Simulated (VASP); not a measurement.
Data:

```xyz
12
Lattice="3.4438 0.0000 0.0000 -1.7219 2.9824 0.0000 0.0000 0.0000 16.9138" Properties=species:S:1:pos:R:3 pbc="T T T"
Be     3.4438     0.0000    16.9123
Be     0.0000     0.0000     8.4554
Be     1.7219     0.9941    14.0873
Be     0.0000     1.9883     5.6304
Be     1.7219     0.9941     2.8160
Be     0.0000     1.9883    11.2730
S      3.4438     0.0000    14.7924
S      0.0000     0.0000     6.3355
S      1.7219     0.9941    11.9767
S      0.0000     1.9883     3.5198
S      1.7219     0.9941     0.7059
S      0.0000     1.9883     9.1629
```

Method: r2SCAN meta-GGA, VASP's PBE PAW potentials (set 64) (plane waves; VASP). Numerical set-up: 400 eV cut-off, 8×8×2 Γ-centred mesh, tetrahedra with Blöchl corrections, potentials Be S.

### Question
What does the run give for the energy per atom (σ→0), band gap (over mesh and band path) with the smallest direct gap where there is one?

### Answer

band gap (over mesh and band path): 4.00 eV
smallest direct gap (over mesh and band path): 5.06 eV
energy per atom (σ→0): -7.390 eV/atom

Only differences to runs with the same potentials and settings are physical.

The structure was generated: BeS was put into the 6H type (P6_3mc), which need not be its known phase. It was relaxed first.
